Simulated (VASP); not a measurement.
# A VASP study of B2SbN (optB86b-vdW): structure first, properties next, part 4 of 6

Aim: relax B2SbN, then compute properties on the relaxed cell. The cell is invented: it takes the structure of COD entry 9008833, BAs (space group 216 there), with some of its atoms replaced by other elements, volume scaled by an estimate. It may not be a known or stable phase. Left out of this account: 1 further run (relaxation: it shows nothing beyond the runs told).

VASP 6.6.1, plane waves and PAW; the level of theory is named at each step.

Still holding for the runs below: The k-mesh is coarse for a metal.

So far. Step 5 (Band structure (optB86b-vdW)): There is no gap at this level. Step 6 (Density of states (optB86b-vdW)): The finer mesh and the other smearing move the Fermi level by -0.02 eV from the 7×7×5 run, a small shift, which tests the Fermi level alone. Of the states within 0.3 eV of the Fermi level, the largest shares in the PAW spheres are B p 28 % and Sb p 16 %. The rest lies in smaller channels or between the spheres.

### 7. Volume scan with optB86b-vdW

Level of this step: optB86b-vdW; plane waves and PAW (Sb, N, B); invented cell (VASP).

An equation of state needs energies on both sides of the minimum, all on one mesh and cutoff.

INCAR

```
SYSTEM = B2SbN
PREC = Accurate
ENCUT = 520
EDIFF = 1E-06
NELM = 100
ISMEAR = 0
SIGMA = 0.05
LREAL = .FALSE.
ALGO = Normal
GGA = MK
AGGAC = 0
LUSE_VDW = .TRUE.
PARAM1 = 0.1234
PARAM2 = 1
LASPH = .TRUE.
NBANDS = 14
LORBIT = 11
LWAVE = .FALSE.
LCHARG = .FALSE.
KPAR = 2
ISIF = 2
```

POSCAR

```
B2SbN
1.0
    3.0862148914      0.0000000000      0.0000000000
    0.0000000000      3.0862148914      0.0000000000
    0.0000000000      0.0000000000      4.5399836498
Sb N B
1 1 2
Direct
    0.5000000000      0.5000000000      0.0000000000
    0.0000000000      0.0000000000      0.5000000000
    0.0000000000      0.5000000000      0.3269467459
    0.5000000000      0.0000000000      0.6730532541
```

KPOINTS

```
Automatic mesh
0
Gamma
7 7 5
0 0 0
```

Potentials, in the order of the species: Sb, N and B (PBE family, release 64).

On the command line:

```
mpirun -np 2 vasp_std
```

What it wrote:

```text
[... set-up lines as in an earlier step ...]
 entering main loop
       N       E                     dE             d eps       ncg     rms          rms(c)
DAV:   1     0.696180340908E+02    0.69618E+02   -0.67505E+03   840   0.100E+03
DAV:   2    -0.147098023067E+02   -0.84328E+02   -0.77201E+02  1180   0.196E+02
DAV:   3    -0.197175494043E+02   -0.50077E+01   -0.49435E+01  1032   0.531E+01
DAV:   4    -0.197736543971E+02   -0.56105E-01   -0.56065E-01  1014   0.622E+00
DAV:   5    -0.197745409509E+02   -0.88655E-03   -0.88651E-03  1020   0.761E-01    0.810E+00
DAV:   6    -0.187527678158E+02    0.10218E+01   -0.14769E+00  1096   0.108E+01    0.466E+00
DAV:   7    -0.186285257861E+02    0.12424E+00   -0.40301E-01   912   0.494E+00    0.190E+00
DAV:   8    -0.186130239483E+02    0.15502E-01   -0.47410E-02  1104   0.156E+00    0.601E-01
DAV:   9    -0.186133000326E+02   -0.27608E-03   -0.48992E-03  1038   0.669E-01    0.171E-01
DAV:  10    -0.186133035678E+02   -0.35351E-05   -0.69562E-04  1080   0.245E-01    0.547E-02
DAV:  11    -0.186133393678E+02   -0.35800E-04   -0.17643E-04   930   0.107E-01    0.241E-02
DAV:  12    -0.186133352368E+02    0.41310E-05   -0.20931E-05  1096   0.418E-02    0.867E-03
DAV:  13    -0.186133368755E+02   -0.16387E-05   -0.46439E-06   900   0.198E-02    0.408E-03
DAV:  14    -0.186133368545E+02    0.20931E-07   -0.96769E-08   522   0.282E-03
   1 F= -.18613337E+02 E0= -.18612953E+02  d E =-.768656E-03
```

Run time: 32 s. Hardware: 2 MPI ranks of Intel Xeon Platinum 8375C at 2.90GHz (Ice Lake), shared host; peak memory 0.62 GiB.

OUTCAR, selected parts (step 7):

```text
   ENCUT  =  520.0 eV  38.22 Ry    6.18 a.u.   5.74  5.74  8.44*2*pi/ulx,y,z

   NELECT =      16.0000    total number of electrons

 E-fermi :  10.0042

 k-point     1 :       0.0000    0.0000    0.0000
  band No.  band energies     occupation
    ...
      3      -0.0218      2.00000
      4       3.0356      2.00000
      5       3.0356      2.00000
      6       8.3939      2.00000
      7       9.0126      2.00000
      8      10.4299      0.00000
      9      10.4299      0.00000
     10      11.5345      0.00000
     11      13.7080      0.00000
     12      13.7080      0.00000
    ...

Total vdW correction in eV:      2.0715077

  Total        3.0239122      3.0239122      3.4632111      0.0000000      0.0000000      0.0000000
  in kB      112.0400118    112.0400118    128.3166281      0.0000000      0.0000000      0.0000000
  external PRESSURE =     117.4655506 kB  Pullay stress =       0.0000000 kB

 POSITION                                       TOTAL-FORCE (eV/Angst)
 -----------------------------------------------------------------------------------
      1.54311      1.54311      0.00000        -0.000000      0.000000     -0.000000
      0.00000      0.00000      2.26999         0.000000      0.000000     -0.000000
      0.00000      1.54311      1.48433        -0.000000      0.000000      0.442185
      1.54311      0.00000      3.05565        -0.000000      0.000000     -0.442185
 -----------------------------------------------------------------------------------
    total drift:                               -0.000000     -0.000000     -0.000000

  FREE ENERGIE OF THE ION-ELECTRON SYSTEM (eV)
  ---------------------------------------------------
  free  energy   TOTEN  =       -18.6133368545 eV

  energy  without entropy=      -18.6125681988  energy(sigma->0) =      -18.61295253

Total vdW correction in eV:      2.0715203

[... 4 parts as in an earlier step ...]

[... 12 further parts left out ...]
```

The scan keeps the cell's shape and the fractional positions fixed.

Numbers from this step:

```
bands                   : 14
irreducible k-points    : 30
free energy (TOTEN)     : -18.61 eV
energy at zero smearing : -18.61 eV
Fermi energy            : 10.00 eV
pressure                : 11.75 GPa
```

Force by atom:

| atom | x (eV/Å) | y (eV/Å) | z (eV/Å) | size |
| --- | --- | --- | --- | --- |
| Sb1 | 0.000 | 0.000 | 0.000 | 0.000 |
| N2 | 0.000 | 0.000 | 0.000 | 0.000 |
| B3 | 0.000 | 0.000 | 0.442 | 0.442 |
| B4 | 0.000 | 0.000 | -0.442 | 0.442 |

The pressure here is 11.75 GPa.

### 8. Volume scan with optB86b-vdW (run 2)

INCAR is that of step 7.

POSCAR

```
B2SbN
1.0
    3.1079495152      0.0000000000      0.0000000000
    0.0000000000      3.1079495152      0.0000000000
    0.0000000000      0.0000000000      4.5719564190
Sb N B
1 1 2
Direct
    0.5000000000      0.5000000000      0.0000000000
    0.0000000000      0.0000000000      0.5000000000
    0.0000000000      0.5000000000      0.3269467459
    0.5000000000      0.0000000000      0.6730532541
```

KPOINTS is that of step 7.

On the command line:

```
mpirun -np 2 vasp_std
```

What it wrote:

```text
[... set-up lines as in an earlier step ...]
 entering main loop
       N       E                     dE             d eps       ncg     rms          rms(c)
DAV:   1     0.648806825635E+02    0.64881E+02   -0.66984E+03   840   0.100E+03
DAV:   2    -0.149608621954E+02   -0.79842E+02   -0.72618E+02  1128   0.191E+02
DAV:   3    -0.197176472817E+02   -0.47568E+01   -0.46579E+01  1056   0.514E+01
DAV:   4    -0.197773838817E+02   -0.59737E-01   -0.59680E-01   978   0.624E+00
DAV:   5    -0.197783950599E+02   -0.10112E-02   -0.10110E-02  1074   0.785E-01    0.790E+00
DAV:   6    -0.187993167320E+02    0.97908E+00   -0.14630E+00  1102   0.108E+01    0.454E+00
DAV:   7    -0.186840217569E+02    0.11529E+00   -0.38456E-01   936   0.487E+00    0.188E+00
DAV:   8    -0.186682989306E+02    0.15723E-01   -0.50359E-02  1098   0.160E+00    0.594E-01
DAV:   9    -0.186685380470E+02   -0.23912E-03   -0.51714E-03  1026   0.689E-01    0.179E-01
DAV:  10    -0.186685704652E+02   -0.32418E-04   -0.78126E-04  1086   0.262E-01    0.542E-02
DAV:  11    -0.186686100422E+02   -0.39577E-04   -0.19583E-04   930   0.112E-01    0.249E-02
DAV:  12    -0.186686050793E+02    0.49629E-05   -0.20001E-05  1108   0.406E-02    0.994E-03
DAV:  13    -0.186686069709E+02   -0.18916E-05   -0.50821E-06   894   0.194E-02    0.384E-03
DAV:  14    -0.186686069606E+02    0.10286E-07   -0.60284E-08   534   0.214E-03
   1 F= -.18668607E+02 E0= -.18668200E+02  d E =-.813246E-03
```

Wall time 30 s (2 MPI ranks); peak memory 0.61 GiB.

OUTCAR, selected parts (step 8):

```text
   ENCUT  =  520.0 eV  38.22 Ry    6.18 a.u.   5.78  5.78  8.50*2*pi/ulx,y,z

   NELECT =      16.0000    total number of electrons

 E-fermi :   9.7090

 k-point     1 :       0.0000    0.0000    0.0000
  band No.  band energies     occupation
    ...
      3      -0.1673      2.00000
      4       2.8688      2.00000
      5       2.8688      2.00000
      6       8.1106      2.00000
      7       8.6984      2.00000
      8      10.1138      0.00000
      9      10.1138      0.00000
     10      11.1983      0.00000
     11      13.3754      0.00000
     12      13.3754      0.00000
    ...

Total vdW correction in eV:      2.0990196

  Total        1.9525114      1.9525114      2.2245652      0.0000000      0.0000000      0.0000000
  in kB       70.8360236     70.8360236     80.7059813      0.0000000      0.0000000      0.0000000
  external PRESSURE =      74.1260095 kB  Pullay stress =       0.0000000 kB

 POSITION                                       TOTAL-FORCE (eV/Angst)
 -----------------------------------------------------------------------------------
      1.55397      1.55397      0.00000         0.000000      0.000000      0.000000
      0.00000      0.00000      2.28598        -0.000000      0.000000      0.000000
      0.00000      1.55397      1.49479        -0.000000      0.000000      0.284472
      1.55397      0.00000      3.07717        -0.000000     -0.000000     -0.284472
 -----------------------------------------------------------------------------------
    total drift:                               -0.000000     -0.000000      0.000000

  FREE ENERGIE OF THE ION-ELECTRON SYSTEM (eV)
  ---------------------------------------------------
  free  energy   TOTEN  =       -18.6686069606 eV

  energy  without entropy=      -18.6677937141  energy(sigma->0) =      -18.66820034

Total vdW correction in eV:      2.0990332

[... 4 parts as in an earlier step ...]

[... 12 further parts left out ...]
```

Numbers from this step:

- free energy (TOTEN): -18.67 eV
- energy at zero smearing: -18.67 eV
- Fermi energy: 9.709 eV
- pressure: 7.413 GPa

Force by atom:

| atom | x (eV/Å) | y (eV/Å) | z (eV/Å) | size |
| --- | --- | --- | --- | --- |
| Sb1 | 0.000 | 0.000 | 0.000 | 0.000 |
| N2 | 0.000 | 0.000 | 0.000 | 0.000 |
| B3 | 0.000 | 0.000 | 0.284 | 0.284 |
| B4 | 0.000 | 0.000 | -0.284 | 0.284 |

The pressure falls from 11.75 to 7.41 GPa.

The run ends at a pressure of 7.41 GPa, with forces up to 0.28 eV/Å.

### 9. Volume scan with optB86b-vdW (run 3)

INCAR is that of step 8.

POSCAR

```
B2SbN
1.0
    3.1293843271      0.0000000000      0.0000000000
    0.0000000000      3.1293843271      0.0000000000
    0.0000000000      0.0000000000      4.6034881494
Sb N B
1 1 2
Direct
    0.5000000000      0.5000000000      0.0000000000
    0.0000000000      0.0000000000      0.5000000000
    0.0000000000      0.5000000000      0.3269467459
    0.5000000000      0.0000000000      0.6730532541
```

KPOINTS is that of step 8.

On the command line:

```
mpirun -np 2 vasp_std
```

What it wrote:

```text
[... set-up lines as in an earlier step ...]
 entering main loop
       N       E                     dE             d eps       ncg     rms          rms(c)
DAV:   1     0.702012783985E+02    0.70201E+02   -0.68299E+03   840   0.101E+03
DAV:   2    -0.145422636854E+02   -0.84744E+02   -0.77829E+02  1202   0.191E+02
DAV:   3    -0.196987480016E+02   -0.51565E+01   -0.50798E+01  1020   0.530E+01
DAV:   4    -0.197613480338E+02   -0.62600E-01   -0.62525E-01  1052   0.643E+00
[...]
DAV:  12    -0.187002418280E+02    0.57289E-05   -0.19548E-05  1118   0.400E-02    0.111E-02
DAV:  13    -0.187002438506E+02   -0.20226E-05   -0.58760E-06   888   0.199E-02    0.364E-03
DAV:  14    -0.187002438447E+02    0.59092E-08   -0.69632E-08   498   0.213E-03
   1 F= -.18700244E+02 E0= -.18699839E+02  d E =-.810311E-03
```

The job ended after 34 s (2 MPI ranks; peak memory 0.61 GiB; 62 s of CPU time).

Parts of OUTCAR (step 9):

```text
  Total        0.9506818      0.9506818      1.0629544      0.0000000     -0.0000000     -0.0000000
  in kB       33.7863234     33.7863234     37.7763829      0.0000000     -0.0000000     -0.0000000
  external PRESSURE =      35.1163432 kB  Pullay stress =       0.0000000 kB

 POSITION                                       TOTAL-FORCE (eV/Angst)
 -----------------------------------------------------------------------------------
      1.56469      1.56469      0.00000         0.000000     -0.000000      0.000000
      0.00000      0.00000      2.30174         0.000000      0.000000      0.000000
      0.00000      1.56469      1.50510        -0.000000     -0.000000      0.137441
      1.56469      0.00000      3.09839        -0.000000      0.000000     -0.137441
 -----------------------------------------------------------------------------------
    total drift:                               -0.000000     -0.000000      0.000000

  FREE ENERGIE OF THE ION-ELECTRON SYSTEM (eV)
  ---------------------------------------------------
  free  energy   TOTEN  =       -18.7002438447 eV

  energy  without entropy=      -18.6994335341  energy(sigma->0) =      -18.69983869

[... 1 part as in an earlier step ...]

[... 2 further parts left out ...]
[key lines of the parts left out:]
E-fermi :   9.4255
```

The pressure falls from 7.41 to 3.51 GPa.

The run ends at a pressure of 3.51 GPa, with forces up to 0.14 eV/Å.

### 10. Volume scan with optB86b-vdW (run 4)

INCAR is that of step 9.

POSCAR

```
B2SbN
1.0
    3.1505294572      0.0000000000      0.0000000000
    0.0000000000      3.1505294572      0.0000000000
    0.0000000000      0.0000000000      4.6345937426
Sb N B
1 1 2
Direct
    0.5000000000      0.5000000000      0.0000000000
    0.0000000000      0.0000000000      0.5000000000
    0.0000000000      0.5000000000      0.3269467459
    0.5000000000      0.0000000000      0.6730532541
```

KPOINTS is that of step 9.

On the command line:

```
mpirun -np 2 vasp_std
```

What it wrote:

```text
[... set-up lines as in an earlier step ...]
 entering main loop
       N       E                     dE             d eps       ncg     rms          rms(c)
DAV:   1     0.701142156710E+02    0.70114E+02   -0.67458E+03   840   0.101E+03
DAV:   2    -0.145005281617E+02   -0.84615E+02   -0.77879E+02  1204   0.192E+02
DAV:   3    -0.196590728927E+02   -0.51585E+01   -0.50546E+01  1080   0.524E+01
[... 1 cycle as in an earlier step ...]
DAV:   5    -0.197285206593E+02   -0.10404E-02   -0.10401E-02  1098   0.804E-01    0.755E+00
DAV:   6    -0.188252353922E+02    0.90329E+00   -0.14403E+00  1120   0.107E+01    0.432E+00
DAV:   7    -0.187260802548E+02    0.99155E-01   -0.36408E-01   954   0.478E+00    0.186E+00
DAV:   8    -0.187103469354E+02    0.15733E-01   -0.56675E-02  1086   0.167E+00    0.586E-01
[...]
DAV:  12    -0.187106036374E+02    0.62048E-05   -0.19812E-05  1112   0.401E-02    0.116E-02
DAV:  13    -0.187106057131E+02   -0.20757E-05   -0.65170E-06   894   0.206E-02    0.351E-03
DAV:  14    -0.187106057093E+02    0.38572E-08   -0.76853E-08   522   0.227E-03
   1 F= -.18710606E+02 E0= -.18710222E+02  d E =-.767642E-03
```

It took 29 s on 2 MPI ranks; peak memory 0.62 GiB.

OUTCAR, selected parts (step 10):

```text
  Total        0.0124462      0.0124462     -0.0254945      0.0000000      0.0000000      0.0000000
  in kB        0.4334802      0.4334802     -0.8879306      0.0000000      0.0000000      0.0000000
  external PRESSURE =      -0.0069900 kB  Pullay stress =       0.0000000 kB

 POSITION                                       TOTAL-FORCE (eV/Angst)
 -----------------------------------------------------------------------------------
      1.57526      1.57526      0.00000         0.000000      0.000000      0.000000
      0.00000      0.00000      2.31730         0.000000      0.000000      0.000000
      0.00000      1.57526      1.51527        -0.000000      0.000000      0.001039
      1.57526      0.00000      3.11933        -0.000000      0.000000     -0.001039
 -----------------------------------------------------------------------------------
    total drift:                               -0.000000     -0.000000     -0.000000

[... 4 parts as in an earlier step ...]

[... 1 further part left out ...]
[key lines of the parts left out:]
E-fermi :   9.1523
```

The pressure falls from 3.51 to 0.00 GPa.

The run ends at a pressure of 0.00 GPa, with forces up to 0.0010 eV/Å.

### 11. Volume scan with optB86b-vdW (run 5)

INCAR is that of step 10.

POSCAR

```
B2SbN
1.0
    3.1713944988      0.0000000000      0.0000000000
    0.0000000000      3.1713944988      0.0000000000
    0.0000000000      0.0000000000      4.6652873109
Sb N B
1 1 2
Direct
    0.5000000000      0.5000000000      0.0000000000
    0.0000000000      0.0000000000      0.5000000000
    0.0000000000      0.5000000000      0.3269467459
    0.5000000000      0.0000000000      0.6730532541
```

KPOINTS is that of step 10.

On the command line:

```
mpirun -np 2 vasp_std
```

What it wrote:

```text
[... set-up lines as in an earlier step ...]
 entering main loop
       N       E                     dE             d eps       ncg     rms          rms(c)
DAV:   1     0.683532138900E+02    0.68353E+02   -0.68492E+03   840   0.101E+03
DAV:   2    -0.144296655887E+02   -0.82783E+02   -0.75945E+02  1188   0.191E+02
DAV:   3    -0.196124929564E+02   -0.51828E+01   -0.51091E+01  1050   0.532E+01
DAV:   4    -0.196777119102E+02   -0.65219E-01   -0.65149E-01  1002   0.656E+00
[...]
DAV:  12    -0.187018224092E+02    0.64772E-05   -0.20333E-05  1118   0.406E-02    0.116E-02
DAV:  13    -0.187018245401E+02   -0.21309E-05   -0.69353E-06   906   0.210E-02    0.343E-03
DAV:  14    -0.187018245389E+02    0.11995E-08   -0.81755E-08   528   0.238E-03
   1 F= -.18701825E+02 E0= -.18701473E+02  d E =-.703647E-03
```

It took 28 s on 2 MPI ranks; peak memory 0.61 GiB.

From OUTCAR (step 11):

```text
  Total       -0.8664981     -0.8664981     -1.0449548      0.0000000      0.0000000      0.0000000
  in kB      -29.5868855    -29.5868855    -35.6803545      0.0000000      0.0000000      0.0000000
  external PRESSURE =     -31.6180419 kB  Pullay stress =       0.0000000 kB

 POSITION                                       TOTAL-FORCE (eV/Angst)
 -----------------------------------------------------------------------------------
      1.58570      1.58570      0.00000         0.000000     -0.000000      0.000000
      0.00000      0.00000      2.33264         0.000000      0.000000      0.000000
      0.00000      1.58570      1.52530         0.000000     -0.000000     -0.125010
      1.58570      0.00000      3.13999         0.000000     -0.000000      0.125010
 -----------------------------------------------------------------------------------
    total drift:                               -0.000000     -0.000000      0.000000

  FREE ENERGIE OF THE ION-ELECTRON SYSTEM (eV)
  ---------------------------------------------------
  free  energy   TOTEN  =       -18.7018245389 eV

  energy  without entropy=      -18.7011208914  energy(sigma->0) =      -18.70147272

[... 1 part as in an earlier step ...]

[... 2 further parts left out ...]
[key lines of the parts left out:]
E-fermi :   8.8885
```

The pressure falls from 0.00 to -3.16 GPa.

The run ends at a pressure of -3.16 GPa, with forces up to 0.13 eV/Å.

### 12. Volume scan with optB86b-vdW (run 6)

INCAR is that of step 11.

POSCAR

```
B2SbN
1.0
    3.1919885466      0.0000000000      0.0000000000
    0.0000000000      3.1919885466      0.0000000000
    0.0000000000      0.0000000000      4.6955822332
Sb N B
1 1 2
Direct
    0.5000000000      0.5000000000      0.0000000000
    0.0000000000      0.0000000000      0.5000000000
    0.0000000000      0.5000000000      0.3269467459
    0.5000000000      0.0000000000      0.6730532541
```

KPOINTS is that of step 11.

On the command line:

```
mpirun -np 2 vasp_std
```

What it wrote:

```text
[... set-up lines as in an earlier step ...]
 entering main loop
       N       E                     dE             d eps       ncg     rms          rms(c)
DAV:   1     0.692383214949E+02    0.69238E+02   -0.68382E+03   840   0.101E+03
DAV:   2    -0.143143620770E+02   -0.83553E+02   -0.75685E+02  1182   0.189E+02
DAV:   3    -0.195482215158E+02   -0.52339E+01   -0.51528E+01  1062   0.530E+01
DAV:   4    -0.196139340217E+02   -0.65713E-01   -0.65665E-01   972   0.659E+00
[...]
DAV:  12    -0.186757990373E+02    0.66934E-05   -0.20470E-05  1136   0.405E-02    0.119E-02
DAV:  13    -0.186758012081E+02   -0.21708E-05   -0.75370E-06   882   0.216E-02    0.331E-03
DAV:  14    -0.186758012046E+02    0.35477E-08   -0.90430E-08   522   0.263E-03
   1 F= -.18675801E+02 E0= -.18675470E+02  d E =-.663070E-03
```

The job ended after 29 s (2 MPI ranks; peak memory 0.61 GiB).

From OUTCAR (step 12):

```text
  Total       -1.6905018     -1.6905018     -1.9984661      0.0000000      0.0000000      0.0000000
  in kB      -56.6127323    -56.6127323    -66.9260601      0.0000000      0.0000000      0.0000000
  external PRESSURE =     -60.0505082 kB  Pullay stress =       0.0000000 kB

 POSITION                                       TOTAL-FORCE (eV/Angst)
 -----------------------------------------------------------------------------------
      1.59599      1.59599      0.00000         0.000000      0.000000      0.000000
      0.00000      0.00000      2.34779        -0.000000      0.000000      0.000000
      0.00000      1.59599      1.53521        -0.000000     -0.000000     -0.240748
      1.59599      0.00000      3.16038        -0.000000      0.000000      0.240748
 -----------------------------------------------------------------------------------
    total drift:                               -0.000000     -0.000000      0.000000

  FREE ENERGIE OF THE ION-ELECTRON SYSTEM (eV)
  ---------------------------------------------------
  free  energy   TOTEN  =       -18.6758012046 eV

  energy  without entropy=      -18.6751381345  energy(sigma->0) =      -18.67546967

[... 1 part as in an earlier step ...]

[... 2 further parts left out ...]
[key lines of the parts left out:]
E-fermi :   8.6328
```

The pressure falls from -3.16 to -6.01 GPa.

The run ends at a pressure of -6.01 GPa, with forces up to 0.24 eV/Å.

[end of part 4 of 6]

[Lines on the potential files, build, host, timing and source positions are cut from VASP's logs without a mark.]

[Logs are printed without paths, hosts, clocks, repeated set-up lines and the standing remarks that a program may print on its own settings, such as how far it seeks lower states.]

[Hosts, paths, dates, database ids (printed as entryN), source tags and the programs' standing remarks are cut or masked in the printed files.]

[A measured line is paired with the nearest computed mode of its activity, which favours agreement.]
